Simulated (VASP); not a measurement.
Given:

```
Nb3Sn
1.0
    5.30433     0.00000     0.00000
    0.00000     5.30433     0.00000
    0.00000     0.00000     5.30433
Nb Sn
6 2
Direct
  0.25000   0.00000   0.50000
  0.75000   0.00000   0.50000
  0.50000   0.75000   0.00000
  0.50000   0.25000   0.00000
  0.00000   0.50000   0.75000
  0.00000   0.50000   0.25000
  0.00000   0.00000   0.00000
  0.50000   0.50000   0.50000
```

Calculation: PBE GGA, VASP's PBE PAW potentials (set 64) (plane waves; VASP). Settings: 300 eV cut-off, 5×5×5 Γ-centred mesh, Fermi-Dirac smearing of 0.10 eV, potentials Nb_sv Sn_d.

### Question
Give the energies of bands 46 to 59 at the high-symmetry points, in eV from the Fermi level.

### Answer

```
band      Γ      X      M      R
----  -----  -----  -----  -----
46    -1.84  -1.39  -1.82  -1.38
47    -1.84  -1.06  -1.54  -1.38
48    -1.84  -1.06  -0.87  -1.38
49    -1.37  -1.00   0.09   0.04
50    -0.56  -1.00   0.09   0.04
51    -0.56  -0.84   0.17   0.04
52    -0.56  -0.84   0.17   0.04
53    -0.07  -0.38   0.17   0.11
54    -0.07  -0.38   0.57   0.11
55     2.35   1.50   0.62   0.11
56     2.35   1.50   0.62   0.11
57     2.35   2.15   0.74   0.11
58     2.42   2.15   0.91   0.11
59     3.44   2.66   1.16   2.46
```

It has no gap at this level: it comes out as a metal or semimetal.

The structure comes from a computed database's Nb3Sn entry; how it stands against other phases isn't given here. The cell was not relaxed at this level.
